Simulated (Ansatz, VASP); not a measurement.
**Hf8N8F (F on HfN(001)): VASP beside Ansatz**

Wanted: the spread between two codes on one cell, functional and k mesh. The structure shown is the end of the VASP relaxation below.

Main program and level: Ansatz 0.2.0; plane waves, with VASP 6.6.1 beside it; single point at PBEsol.

## Step 1: Set-up

The cell holds 34 atoms: 16 Hf, 16 N and 2 F. Cell: a = 6.378 Å, b = 6.378 Å, c = 24.615 Å, α = 90.0°, β = 90.0°, γ = 90.0°. It derives from HfN. Vacuum lies along c.

As a file:

```cif
data_structure
_symmetry_space_group_name_H-M 'P 1'
_symmetry_Int_Tables_number 1
_cell_length_a 6.3781
_cell_length_b 6.3781
_cell_length_c 24.6150
_cell_angle_alpha 90.000
_cell_angle_beta 90.000
_cell_angle_gamma 90.000
_cell_volume 1001.34
loop_
_atom_site_label
_atom_site_type_symbol
_atom_site_fract_x
_atom_site_fract_y
_atom_site_fract_z
_atom_site_occupancy
Hf1 Hf 0.00000 0.00000 0.32501 1
Hf2 Hf 0.00000 0.50000 0.32501 1
Hf3 Hf 0.50000 0.00000 0.32501 1
Hf4 Hf 0.50000 0.50000 0.32501 1
Hf5 Hf 0.25000 0.25000 0.41662 1
Hf6 Hf 0.25000 0.75000 0.41662 1
Hf7 Hf 0.75000 0.25000 0.41662 1
Hf8 Hf 0.75000 0.75000 0.41662 1
Hf9 Hf 0.00000 0.00000 0.50785 1
Hf10 Hf 0.00000 0.50000 0.50785 1
Hf11 Hf 0.50000 0.00000 0.50785 1
Hf12 Hf 0.50000 0.50000 0.50785 1
Hf13 Hf 0.25000 0.25000 0.60802 1
Hf14 Hf 0.25000 0.75000 0.59559 1
Hf15 Hf 0.75000 0.25000 0.59559 1
Hf16 Hf 0.75000 0.75000 0.60802 1
N17 N 0.25000 0.25000 0.32501 1
N18 N 0.25000 0.75000 0.32501 1
N19 N 0.75000 0.25000 0.32501 1
N20 N 0.75000 0.75000 0.32501 1
N21 N 0.00000 0.00000 0.41662 1
N22 N 0.00000 0.50000 0.41662 1
N23 N 0.50000 0.00000 0.41662 1
N24 N 0.50000 0.50000 0.41662 1
N25 N 0.25000 0.25000 0.51110 1
N26 N 0.25000 0.75000 0.50879 1
N27 N 0.75000 0.25000 0.50879 1
N28 N 0.75000 0.75000 0.51110 1
N29 N 0.00000 0.00000 0.59901 1
N30 N 0.00000 0.50000 0.59901 1
N31 N 0.50000 0.00000 0.59901 1
N32 N 0.50000 0.50000 0.59901 1
F33 F 0.25000 0.25000 0.68575 1
F34 F 0.75000 0.75000 0.68575 1
```

## Step 2: VASP: relaxation, PBEsol

This run makes the geometry at which the two programs are then compared.

Lines of VASP's logs that name or quote its potential files are left out, and so is its time.

INCAR

```
SYSTEM = Hf8N8F
PREC = Normal
ENCUT = 400
EDIFF = 1E-05
NELM = 120
ISMEAR = 1
SIGMA = 0.1
LREAL = Auto
ALGO = Fast
GGA = PS
NBANDS = 168
LASPH = .TRUE.
LORBIT = 11
LWAVE = .FALSE.
LCHARG = .FALSE.
KPAR = 4
NCORE = 2
IBRION = 2
NSW = 80
ISIF = 2
EDIFFG = -0.04
POTIM = 0.4
MAXMIX = 40
IDIPOL = 3
LDIPOL = .TRUE.
DIPOL = 0.5 0.5 0.475
ISYM = 2
```

POSCAR

```
Hf8N8F
1.0
    6.3781031660      0.0000000000      0.0000000000
    0.0000000000      6.3781031660      0.0000000000
    0.0000000000      0.0000000000     24.6150000000
Hf N F
16 16 2
Selective dynamics
Direct
    0.0000000000      0.0000000000      0.3250050780  F F F
    0.0000000000      0.5000000000      0.3250050780  F F F
    0.5000000000      0.0000000000      0.3250050780  F F F
    0.5000000000      0.5000000000      0.3250050780  F F F
    0.2500000000      0.2500000000      0.4166158850  F F F
    0.2500000000      0.7500000000      0.4166158850  F F F
    0.7500000000      0.2500000000      0.4166158850  F F F
    0.7500000000      0.7500000000      0.4166158850  F F F
    0.0000000000      0.0000000000      0.5082266910  T T T
    0.0000000000      0.5000000000      0.5082266910  T T T
    0.5000000000      0.0000000000      0.5082266910  T T T
    0.5000000000      0.5000000000      0.5082266910  T T T
    0.2500000000      0.2500000000      0.5998374970  T T T
    0.2500000000      0.7500000000      0.5998374970  T T T
    0.7500000000      0.2500000000      0.5998374970  T T T
    0.7500000000      0.7500000000      0.5998374970  T T T
    0.2500000000      0.2500000000      0.3250050780  F F F
    0.2500000000      0.7500000000      0.3250050780  F F F
    0.7500000000      0.2500000000      0.3250050780  F F F
    0.7500000000      0.7500000000      0.3250050780  F F F
    0.0000000000      0.0000000000      0.4166158850  F F F
    0.0000000000      0.5000000000      0.4166158850  F F F
    0.5000000000      0.0000000000      0.4166158850  F F F
    0.5000000000      0.5000000000      0.4166158850  F F F
    0.2500000000      0.2500000000      0.5082266910  T T T
    0.2500000000      0.7500000000      0.5082266910  T T T
    0.7500000000      0.2500000000      0.5082266910  T T T
    0.7500000000      0.7500000000      0.5082266910  T T T
    0.0000000000      0.0000000000      0.5998374970  T T T
    0.0000000000      0.5000000000      0.5998374970  T T T
    0.5000000000      0.0000000000      0.5998374970  T T T
    0.5000000000      0.5000000000      0.5998374970  T T T
    0.2500000000      0.2500000000      0.6749949220  T T T
    0.7500000000      0.7500000000      0.6749949220  T T T
```

KPOINTS

```
Automatic mesh
0
Gamma
4 4 1
0 0 0
```

Potentials, in the order of the species: Hf_sv_GW, N and F (PBE family, release 64).

Run with:

```sh
mpirun -np 8 vasp_std
```

Numbers of over 12 decimals in the logs are rounded to 6 here.

The log of the run:

```text
[banner, memory and clock lines left out]
running    8 mpi-ranks, on    1 nodes
[...]
|                                                                             |
|               ----> ADVICE to this user running VASP <----                  |
|                                                                             |
|     You enforced a specific xc type in the INCAR file but a different       |
|     [... a line on the potential file left out ...]
|     I HOPE YOU KNOW WHAT YOU ARE DOING!                                     |
|                                                                             |

 LDA part: xc-table for (Slater+PW92), standard interpolation
 POSCAR, INCAR and KPOINTS ok, starting setup
[...]
entering main loop
       N       E                     dE             d eps       ncg     rms          rms(c)
DAV:   1     0.327806835276E+04    0.32781E+04   -0.14114E+05  2416   0.124E+03
DAV:   2    -0.110565857821E+03   -0.33886E+04   -0.33244E+04  2760   0.416E+02
[...]
RMM:   2    -0.416088711541E+03   -0.12295E-01   -0.12872E-01  2067   0.820E-01    0.394E-01
RMM:   3    -0.416089725272E+03   -0.10137E-02   -0.14950E-02  2546   0.265E-01    0.762E-02
RMM:   4    -0.416090041096E+03   -0.31582E-03   -0.29908E-03  2631   0.918E-02    0.206E-01
RMM:   5    -0.416090074733E+03   -0.33637E-04   -0.35720E-04  2283   0.338E-02    0.197E-01
RMM:   6    -0.416090076936E+03   -0.22038E-05   -0.84828E-05  1581   0.138E-02
  16 F= -.41609008E+03 E0= -.41608432E+03  d E =-.595880E-02
[... from here on, the cycles between the ionic steps are left out ...]
  17 F= -.41609034E+03 E0= -.41608435E+03  d E =-.621833E-02
  18 F= -.41609321E+03 E0= -.41608712E+03  d E =-.287298E-02
  19 F= -.41609505E+03 E0= -.41608889E+03  d E =-.471236E-02
  20 F= -.41609560E+03 E0= -.41608930E+03  d E =-.526377E-02
  21 F= -.41609586E+03 E0= -.41608962E+03  d E =-.552624E-02
  22 F= -.41609723E+03 E0= -.41609092E+03  d E =-.136963E-02
  23 F= -.41609729E+03 E0= -.41609097E+03  d E =-.142382E-02
  24 F= -.41609817E+03 E0= -.41609185E+03  d E =-.884685E-03
 trial-energy change:   -0.000885  1 .order   -0.000775   -0.001400   -0.000151
 step:   1.0247(harm=  1.0662)  dis= 0.00536  next Energy=  -416.098177 (dE=-0.891E-03)
 reached required accuracy - stopping structural energy minimisation
```

OUTCAR, selected parts (step 2):

```text
  Total      -39.0244648    -39.0244648    -18.7568907     -0.0000000      0.0000000      0.0000000
  in kB      -62.4402480    -62.4402480    -30.0115558     -0.0000000      0.0000000      0.0000000
  external PRESSURE =     -51.6306839 kB  Pullay stress =       0.0000000 kB

 POSITION                                       TOTAL-FORCE (eV/Angst)
 -----------------------------------------------------------------------------------
      0.00000      0.00000      8.00000        -0.000000     -0.000000      1.597283
      0.00000      3.18905      8.00000        -0.000000     -0.000000      1.597283
      3.18905      0.00000      8.00000        -0.000000     -0.000000      1.597283
      3.18905      3.18905      8.00000        -0.000000     -0.000000      1.597283
      1.59453      1.59453     10.25500        -0.000000     -0.000000     -0.356987
      1.59453      4.78358     10.25500        -0.000000     -0.000000      0.818749
      4.78358      1.59453     10.25500        -0.000000     -0.000000      0.818749
      4.78358      4.78358     10.25500        -0.000000     -0.000000     -0.356987
      0.00000      0.00000     12.50061        -0.000000     -0.000000      0.022407
      0.00000      3.18905     12.50061        -0.000000     -0.000000      0.022407
      3.18905      6.37810     12.50061        -0.000000     -0.000000      0.022407
      3.18905      3.18905     12.50061        -0.000000     -0.000000      0.022407
      1.59453      1.59453     14.96651        -0.000000     -0.000000     -0.011690
      1.59453      4.78358     14.66037         0.000000      0.000000     -0.017902
[...]
-----------------------------------------------------------------------------------
    total drift:                                0.000000     -0.000000      0.063860

  FREE ENERGIE OF THE ION-ELECTRON SYSTEM (eV)
  ---------------------------------------------------
  free  energy   TOTEN  =      -416.0981712111 eV

  energy  without entropy=     -416.0791980995  energy(sigma->0) =     -416.09184684

 reached required accuracy - stopping structural energy minimisation

[... 3 further parts left out ...]
[key lines of the parts left out:]
E-fermi :   2.0387
```

(Continued in part 2 of 2.)

[Lines on the potential files, build, host, timing and source positions are cut from VASP's logs without a mark.]

[Logs are printed without paths, hosts, clocks, repeated set-up lines and the standing remarks that a program may print on its own settings, such as how far it seeks lower states.]

[Hosts, paths, dates, database ids (printed as entryN), source tags and the programs' standing remarks are cut or masked in the printed files.]
